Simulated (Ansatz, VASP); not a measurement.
**Cross-check of Ru (Ruthenium) between VASP and Ansatz**

Aim: how closely do two programs agree when they are given the same cell, functional and k mesh? The cell is taken from a series of VASP runs on this material, whose earlier steps may have relaxed, scaled or displaced it; both programs get it as it stands. Valence electrons are named where the data sets of a main pair hold unlike numbers.

Main program and level: Ansatz 0.2.0; plane waves, with VASP 6.6.1 beside it; PBEsol.

**1. Set-up**

Symmetry: P6_3/mmc, No. 194, hexagonal system. The conventional cell has a = 2.696 Å, b = 2.696 Å, c = 4.224 Å, α = 90.00°, β = 90.00°, γ = 120.00°. Nearest to Ru lie 12 Ru at 2.62 to 2.70 Å.

As a file:

```xyz
2
Lattice="2.6959 0.0000 0.0000 -1.3479 2.3347 0.0000 0.0000 0.0000 4.2238" Properties=species:S:1:pos:R:3 pbc="T T T"
Ru    0.0000    1.5565    1.0560
Ru    1.3479    0.7782    3.1679
```

**2. VASP: band structure, PBEsol**

A single point takes one fixed geometry, so differences don't come from the geometry; what else differs is listed under the comparison.

Lines of VASP's logs that name or quote its potential files are left out, and so is its time.

Contents of INCAR:

```
SYSTEM = Ru
PREC = Accurate
ENCUT = 400
EDIFF = 1E-06
NELM = 100
ISMEAR = 1
SIGMA = 0.2
LREAL = .FALSE.
ALGO = Normal
GGA = PS
NBANDS = 26
LASPH = .TRUE.
LORBIT = 11
LWAVE = .FALSE.
LCHARG = .FALSE.
KPAR = 2
```

Contents of POSCAR:

```
Ru
1.0
    2.6958523929      0.0000000000      0.0000000000
   -1.3479261964      2.3346766571      0.0000000000
    0.0000000000      0.0000000000      4.2238399790
Ru
2
Direct
    0.3333333333      0.6666666667      0.2500000000
    0.6666666667      0.3333333333      0.7500000000
```

Contents of KPOINTS:

```
Automatic mesh
0
Gamma
9 9 5
0 0 0
```

Contents of KPOINTS_OPT:

```
Line mode
16
Line-mode
Reciprocal
  0.00000000   0.00000000   0.00000000 GAMMA
  0.50000000   0.00000000   0.00000000 M

  0.50000000   0.00000000   0.00000000 M
  0.33333333   0.33333333   0.00000000 K

  0.33333333   0.33333333   0.00000000 K
  0.00000000   0.00000000   0.00000000 GAMMA

  0.00000000   0.00000000   0.00000000 GAMMA
  0.00000000   0.00000000   0.50000000 A

  0.00000000   0.00000000   0.50000000 A
  0.50000000   0.00000000   0.50000000 L

  0.50000000   0.00000000   0.50000000 L
  0.33333333   0.33333333   0.50000000 H

  0.33333333   0.33333333   0.50000000 H
  0.00000000   0.00000000   0.50000000 A

  0.50000000   0.00000000   0.50000000 L
  0.50000000   0.00000000   0.00000000 M

  0.33333333   0.33333333   0.00000000 K
  0.33333333   0.33333333   0.50000000 H
```

PAW data sets: Ru_pv (PBE family, release 64).

Started as:

```bash
$ mpirun -np 2 vasp_std
```

Numbers of over 12 decimals in the logs are rounded to 6 here.

What it wrote:

```text
[banner, memory and clock lines left out]
running    2 mpi-ranks, on    1 nodes
 distrk:  each k-point on    1 cores,    2 groups
 distr:  one band on    1 cores,    1 groups

 POSCAR found type information on POSCAR Ru
 POSCAR found :  1 types and       2 ions
|                                                                             |
|               ----> ADVICE to this user running VASP <----                  |
|                                                                             |
|     You enforced a specific xc type in the INCAR file but a different       |
|     [... a line on the potential file left out ...]
|     I HOPE YOU KNOW WHAT YOU ARE DOING!                                     |
|                                                                             |

 LDA part: xc-table for (Slater+PW92), standard interpolation
 POSCAR, INCAR and KPOINTS ok, starting setup
 FFT: planning ... GRIDC
 FFT: planning ... GRID_SOFT
 FFT: planning ... GRID
 WAVECAR not read
 entering main loop
       N       E                     dE             d eps       ncg     rms          rms(c)
DAV:   1     0.251665441564E+03    0.25167E+03   -0.14259E+04  1888   0.995E+02
DAV:   2    -0.159641837864E+02   -0.26763E+03   -0.25746E+03  2012   0.343E+02
DAV:   3    -0.219243441054E+02   -0.59602E+01   -0.59166E+01  2406   0.567E+01
DAV:   4    -0.219531706482E+02   -0.28827E-01   -0.28780E-01  2062   0.413E+00
DAV:   5    -0.219533287524E+02   -0.15810E-03   -0.15809E-03  1974   0.295E-01    0.202E+01
DAV:   6    -0.204930018292E+02    0.14603E+01   -0.21851E+00  1950   0.141E+01    0.515E+00
DAV:   7    -0.203767092594E+02    0.11629E+00   -0.18715E-01  2080   0.385E+00    0.102E+00
DAV:   8    -0.203666264653E+02    0.10083E-01   -0.67468E-03  1940   0.745E-01    0.405E-01
DAV:   9    -0.203653135541E+02    0.13129E-02   -0.96589E-04  2014   0.297E-01    0.335E-02
DAV:  10    -0.203653334245E+02   -0.19870E-04   -0.34299E-05  2020   0.495E-02    0.134E-02
DAV:  11    -0.203653318213E+02    0.16032E-05   -0.36579E-06  1974   0.187E-02    0.220E-03
DAV:  12    -0.203653315152E+02    0.30606E-06   -0.14366E-07   998   0.330E-03
   1 F= -.20365332E+02 E0= -.20364343E+02  d E =-.296441E-02
 Start KPOINTS_OPT (optional k-point list driver)
k-point batch [1-36\144]
       N       E                     dE             ncg
DAV:   1     0.258972033670E+04   -0.30674E+05     1888
DAV:   2    -0.701029476304E+04   -0.96000E+04     2104
DAV:   3    -0.722518263387E+04   -0.21489E+03     2346
DAV:   4    -0.722629584099E+04   -0.11132E+01     2046
DAV:   5    -0.722630304428E+04   -0.72033E-02     2040
DAV:   6    -0.722630310383E+04   -0.59550E-04     1922
DAV:   7    -0.722630310447E+04   -0.64144E-06     1494
[...]
k-point batch [109-144\144]
       N       E                     dE             ncg
DAV:   1     0.260608656026E+04   -0.38036E+05     1912
DAV:   2    -0.698640398049E+04   -0.95925E+04     2094
DAV:   3    -0.720275818026E+04   -0.21635E+03     2382
DAV:   4    -0.720378847818E+04   -0.10303E+01     2018
DAV:   5    -0.720379421482E+04   -0.57366E-02     1966
DAV:   6    -0.720379426917E+04   -0.54356E-04     1822
DAV:   7    -0.720379426981E+04   -0.63152E-06     1478
```

Parts of OUTCAR (step 2):

```text
ion  position               nearest neighbor table
   1  0.333  0.667  0.250-   2 2.62   2 2.62   2 2.62   2 2.62   2 2.62   2 2.62
   2  0.667  0.333  0.750-   1 2.62   1 2.62   1 2.62   1 2.62   1 2.62   1 2.62

  LATTYP: Found a hexagonal cell.
 ALAT       =     2.6958523929
 C/A-ratio  =     1.5667920062

 Subroutine GETGRP returns: Found 24 space group operations
 (whereof 12 operations were pure point group operations)

The static configuration has the point symmetry D_3d.
 The point group associated with its full space group is D_6h.

 Found     36 irreducible k-points:

   k-points           NKPTS =     36   k-points in BZ     NKDIM =     36   number of bands    NBANDS=     26

   dimension x,y,z NGX =    18 NGY =   18 NGZ =   28
   dimension x,y,z NGXF=    36 NGYF=   36 NGZF=   56

   ENCUT  =  400.0 eV  29.40 Ry    5.42 a.u.   4.40  4.40  6.89*2*pi/ulx,y,z

   NELECT =      28.0000    total number of electrons

 k-points in reciprocal lattice and weights: Automatic mesh
   0.00000000  0.00000000  0.00000000       0.002
   0.11111111  0.00000000  0.00000000       0.015
   0.22222222  0.00000000  0.00000000       0.015
   0.33333333  0.00000000  0.00000000       0.015
   0.44444444  0.00000000  0.00000000       0.015
   0.11111111  0.11111111  0.00000000       0.015
   0.22222222  0.11111111  0.00000000       0.030
   0.33333333  0.11111111  0.00000000       0.030
   0.44444444  0.11111111  0.00000000       0.015
[...]
0.33333333  0.22222222  0.40000000       0.059
   0.33333333  0.33333333  0.40000000       0.010

 average (electrostatic) potential at core
       1 -66.7752       2 -66.7752

 E-fermi :  13.1902

 k-point     1 :       0.0000    0.0000    0.0000
  band No.  band energies     occupation
    ...
     11      10.6808      2.00000
     12      11.1098      2.00000
     13      11.1098      2.00000
     14      11.5783      2.00000
     15      11.5783      2.00000
     16      14.3203     -0.00000
     17      14.3203     -0.00000
     18      14.4746     -0.00000
     19      23.3119      0.00000
     20      23.3394      0.00000
    ...

 k-point     2 :       0.1111    0.0000    0.0000
  band No.  band energies     occupation
    ...
     12      11.0574      2.00000
     13      11.2208      2.00000
     14      11.3058      2.00000
     15      11.4547      2.00000
     16      12.4178      2.00000
     17      14.4932     -0.00000
     18      17.0839     -0.00000
     19      23.3077      0.00000
     20      23.3392      0.00000
     21      23.7207      0.00000
    ...

 k-point     3 :       0.2222    0.0000    0.0000
  band No.  band energies     occupation
    ...
     12      10.7441      2.00000
     13      11.6590      2.00000
     14      11.8020      2.00000
     15      12.1560      2.00000
     16      12.4079      2.00000
     17      14.8006     -0.00000
     18      19.9903      0.00000
     19      23.2776      0.00000
     20      23.3395      0.00000
     21      23.5150      0.00000
    ...

  Total       -0.3229390     -0.3229390      0.5420832     -0.0000000      0.0000000      0.0000000
  in kB      -19.4625987    -19.4625987     32.6697794     -0.0000000      0.0000000      0.0000000
  external PRESSURE =      -2.0851393 kB  Pullay stress =       0.0000000 kB

  energy-cutoff  :      400.00
  volume of cell :       26.58
      direct lattice vectors                 reciprocal lattice vectors
     2.695852393  0.000000000  0.000000000     0.370940190  0.214162419  0.000000000
    -1.347926196  2.334676657  0.000000000     0.000000000  0.428324838  0.000000000
     0.000000000  0.000000000  4.223839979     0.000000000  0.000000000  0.236751393

 POSITION                                       TOTAL-FORCE (eV/Angst)
 -----------------------------------------------------------------------------------
     -0.00000      1.55645      1.05596        -0.000000     -0.000000      0.000000
      1.34793      0.77823      3.16788         0.000000      0.000000      0.000000
 -----------------------------------------------------------------------------------
    total drift:                               -0.000000      0.000000     -0.000000

  FREE ENERGIE OF THE ION-ELECTRON SYSTEM (eV)
  ---------------------------------------------------
  free  energy   TOTEN  =       -20.3653315152 eV

  energy  without entropy=      -20.3623671024  energy(sigma->0) =      -20.36434338

 total charge
# of ion       s       p       d       tot
------------------------------------------
    1        0.412   6.334   5.963  12.709
    2        0.412   6.334   5.963  12.709
--------------------------------------------------
tot          0.824  12.668  11.926  25.418

[... 3 further parts left out ...]
```

The k-mesh is coarse for a metal. Spin-orbit coupling is off here; it would split degenerate levels. The PAW data sets were made with PBE, which is usual practice but a small mismatch for other functionals.

**3. Ansatz: band structure, PBEsol**

Ansatz runs on its default PAW (the set named soft_2) files.

The same cell, functional, mesh and smearing now go to Ansatz, which takes its cutoff from its data sets.

Contents of input.yaml:

```yaml
crystal:
  lattice:
    - [2.6958523929, 0.0, 0.0]
    - [-1.3479261964, 2.3346766571, 0.0]
    - [0.0, 0.0, 4.223839979]
  atoms:
    - { symbol: Ru, position: [0.3333333333, 0.6666666667, 0.25] }
    - { symbol: Ru, position: [0.6666666667, 0.3333333333, 0.75] }
hamiltonian:
  xc: pbesol
  pseudopotentials: { kind: paw }
kpoints:
  mp_grid: { grid: [9, 9, 5] }
  band_path:
    path:
      - [0.0, 0.0, 0.0]
      - [0.13333, 0.0, 0.0]
      - [0.3, 0.0, 0.0]
      - [0.46667, 0.0, 0.0]
      - [0.46667, 0.06667, 0.0]
      - [0.41111, 0.17778, 0.0]
      - [0.35556, 0.28889, 0.0]
      - [0.28889, 0.28889, 0.0]
      - [0.17778, 0.17778, 0.0]
      - [0.06667, 0.06667, 0.0]
      - [0.0, 0.0, 0.03333]
      - [0.0, 0.0, 0.2]
      - [0.0, 0.0, 0.36667]
      - [0.0, 0.0, 0.5]
      - [0.16667, 0.0, 0.5]
      - [0.3, 0.0, 0.5]
      - [0.46667, 0.0, 0.5]
      - [0.46667, 0.06667, 0.5]
      - [0.41111, 0.17778, 0.5]
      - [0.35556, 0.28889, 0.5]
      - [0.28889, 0.28889, 0.5]
      - [0.17778, 0.17778, 0.5]
      - [0.06667, 0.06667, 0.5]
      - [0.5, 0.0, 0.46667]
      - [0.5, 0.0, 0.3]
      - [0.5, 0.0, 0.13333]
      - [0.33333, 0.33333, 0.0]
      - [0.33333, 0.33333, 0.16667]
      - [0.33333, 0.33333, 0.33333]
      - [0.33333, 0.33333, 0.5]
    npoints: 1
scf:
  occupations: { method: methfessel_paxton, width: 0.2 }
  n_extra_bands: 7
output:
  forces: true
  stress: true
  eigenvalues: true
```

Started as:

```bash
$ ansatz run input.yaml --threads 2 --pin off --max-ram 4608MiB --backend cpu --events-out ev --progress --plain --runs-dir out
```

What it wrote:

```text
scf.n_extra_bands = 7 over 16 filled bands (N_el = 32.0): the run solves 23 bands
Engine: ansatz 0.2.0, aarch64-unknown-linux-gnu
Pseudopotentials: kind: paw
Pseudopotential: Ru, paw, valence charge 16, recommended cutoff 420 eV (normal), Ru.paw.azcp
Functional definition: PBEsol
  exchange = pbesol_x
  correlation = pbesol_c
Crystal: 2 atoms, lattice volume = 26.585 Å³
Basis set: ecut = 420 eV, 537 PW (Γ), exchange–correlation on 40×40×60 points (8 copies of the dense FFT grid, shifted against one another)
Bands: 23, of which v1, the nominal top of the filled ones, is band 16 counted from 1 (15 counted from 0)
Symmetry: 24 space group operations
Space group: P63/mmc (ITA 194), of the structure as read, at distance tolerance 3.0e-5 Å
k-points: 36 of 405
Non-local potential: Ru, projectors of the file, l = 0: 3, l = 1: 2, l = 2: 2, l = 3: 1
PAW form: soft (Blöchl's): semilocal exchange-correlation on the pseudo side does not see the compensation charge
PAW frozen core: Ru, regenerated for the run's functional, and the local potential with it (the file was generated under x = pbe(κ = 0.804, μ = 0.219515), c = pbe(β = 0.066725))
PAW one-centre angular grid: Ru, 590 points (default); XC on 64 Gauss nodes
Initial density: superposition of atomic densities (neutral atoms: chi_scale 0, normalization atom), corrected by the library's trained network
Initial wavefunctions: pseudopotential atomic-orbital guess
Functional: x = pbesol(κ = 0.804, μ = 0.123457), c = pbesol(β = 0.046)
SCF iter   1: F=—  HF=-11633.037820 eV  |F-HF|=—  |Δ(HF+E_count)|=         —  Δρ=1.18e-2  dr2=2.41e-2  ethr=1.77e-3  ⟨swp⟩=5.0  Hψ=3361  notcnv=0
preconditioner: auto → none  [metal: Δε(μ)=0.054 eV  Ē_g=10.607 eV  σ=0.200 eV  W_gap=0.22  n_scr=8 (ndim 8)  ℏωp=28.8 eV  f_vac=0.000  D(μ)=1.61/eV (n_scr^D=22)  sad-step TF]
SCF iter   2: F=—  HF=-11633.033580 eV  |F-HF|=—  |Δ(HF+E_count)|=   4.24e-3  S|Δr|=    0.00e0  Δρ=6.15e-3  dr2=6.38e-3  ethr=7.54e-5  ⟨swp⟩=2.0  Hψ=1280  notcnv=0
SCF iter   3: F=—  HF=-11633.032199 eV  |F-HF|=—  |Δ(HF+E_count)|=   1.38e-3  S|Δr|=    0.00e0  Δρ=3.69e-4  dr2=1.15e-5  ethr=1.99e-5  ⟨swp⟩=2.0  Hψ=1042  notcnv=0
SCF iter   4: F=—  HF=-11633.032191 eV  |F-HF|=—  |Δ(HF+E_count)|=   7.59e-6  S|Δr|=    0.00e0  Δρ=7.49e-5  dr2=9.49e-7  ethr=3.59e-8  ⟨swp⟩=2.0  Hψ=1354  notcnv=0
SCF iter   5: F=-11633.032191 eV  HF=-11633.032191 eV  |F-HF|=1.44e-8  |Δ(HF+E_count)|=   1.60e-7  S|Δr|=    0.00e0  Δρ=1.50e-5  dr2=2.43e-8  ethr=3.13e-10  ⟨swp⟩=6.9  Hψ=3776  notcnv=0
SCF 1 converged in 5 iterations: F = -11633.032191 eV  dr2 = 2.43e-8
  greatest PAW one-centre occupation: 0.998 electrons in one spin orbital (limit 2), on the Ru atom at site 1 (counted from 0), in its partial waves of l = 0
NSCF: frozen V_eff on 30 k-points
SCF converged after 5 iterations
Stability not checked: this state was not tested for a lower state beside it, because cold or Methfessel-Paxton smearing, or corrected tetrahedra, fill the levels in a way that the test cannot read (fill_not_monotonic; see scf.lower_state_search)
Free energy (F): -11633.032191 eV
Harris-Foulkes:  -11633.032191 eV  (|F-HF|=1.44e-8)
Internal energy: -11633.029239 eV  (E = F + TS)
E sigma→0 (E₀):  -11633.031453 eV
Entropy (-TS):   -0.002953 eV (-1.476 meV/atom)
Fermi energy:    24.091759 eV
--- Per-component energies (eV) ---
  E_band       = -92.750943
  E_kinetic    = 1029.587702
  E_local      = -2472.426688  (includes V_loc(G=0)·N_el)
  E_nonlocal   = 689.239939
  E_hartree    = 791.936062
  E_xc         = -379.743251
  E_vxc        = -478.422577  (∫ρ·V_xc dr)
  E_paw        = -6798.747750  (= ΣΔE_a)
  E_vpaw       = -444.602300  (= ΣTr[D̂ρ^β])
  E_aug_tail   = -0.000435  (compensation charges beyond the density's cutoff)
  E_ewald      = -4493.381410
  E_core_change = 0.506592  (= ΣΔE_core)
  E_smearing   = -0.002953  (= −TS)
  E_closure    = 0.000000  (closes the sum)
  Σ components = -11633.032191   (vs F -11633.032191, Δ=0.00e0)
--- Forces (eV/Å), atoms counted from 1 ---
  atom   1  Ru     0.00000000     0.00000000    -0.00000000
  atom   2  Ru     0.00000000    -0.00000000     0.00000000
  max |Σ_I F_I| component: 1.39e-17 eV/Å
--- Stress (GPa, compression-positive) ---
       -1.069498       0.000000      -0.000000
        0.000000      -1.069498       0.000000
       -0.000000       0.000000       4.143158
  P = ⅓ Tr σ = 0.6681 GPa (6.681 kbar)
--- Band table (eV; the first three rows and the last of 36) ---
  k-point 0: bands = [... 12 lower, 21.5802, 22.0094, 22.0094, 22.4781, 22.4781, 25.2229, 25.2229, 25.3758, ... 3 higher]
  k-point 1: bands = [... 12 lower, 21.3561, 21.7437, 21.7437, 23.0633, 23.0633, 24.0408, 25.2358, 25.2358, ... 3 higher]
  k-point 2: bands = [... 12 lower, 21.0495, 21.2639, 21.2639, 21.8977, 24.0993, 24.0993, 24.9351, 24.9351, ... 3 higher]
  k-point 35: bands = [... 12 lower, 21.1659, 21.1659, 22.6409, 23.1635, 25.2374, 25.2374, 32.3466, 32.3466, ... 3 higher]
```

Run time: 1.8 s. Hardware: 2 threads of Arm Neoverse N1, shared host; peak memory 0.27 GiB; 2.9 s of CPU time.

**4. Comparison**

Known differences besides the potentials themselves: the data sets hold 32 valence electrons in Ansatz (on its default PAW (the set named soft_2) files) and 28 in VASP; the cutoff is 420 eV in Ansatz and 400 eV in VASP; Ansatz makes its cores anew for this functional, VASP keeps those of its PBE data sets. Total energies have different zeros and are not compared.

The two programs side by side:

| quantity | Ansatz | VASP | difference |
| --- | --- | --- | --- |
| pressure (GPa) | 0.67 | -0.21 | +0.88 |

Levels from 3 eV below to 2 eV above the Fermi level differ by 1 meV r.m.s. and 3 meV at most; each VASP level is matched to the nearest of Ansatz, which flatters the figure a little.

**5. What the set-up changes**

Further runs change the set-up of one program: Ansatz's method, potentials or start, or VASP's data sets, cutoff or form of LDA. The table gives that difference for each run.

| run | pressure (GPa) |
| --- | --- |
| as above | 0.88 |
| Ansatz's all-electron LAPW method | 0.86 |

[end of part 1 of 2]

[Lines on the potential files, build, host, timing and source positions are cut from VASP's logs without a mark.]

[Logs are printed without paths, hosts, clocks, repeated set-up lines and the standing remarks that a program may print on its own settings, such as how far it seeks lower states.]

[Hosts, paths, dates, database ids (printed as entryN), source tags and the programs' standing remarks are cut or masked in the printed files.]
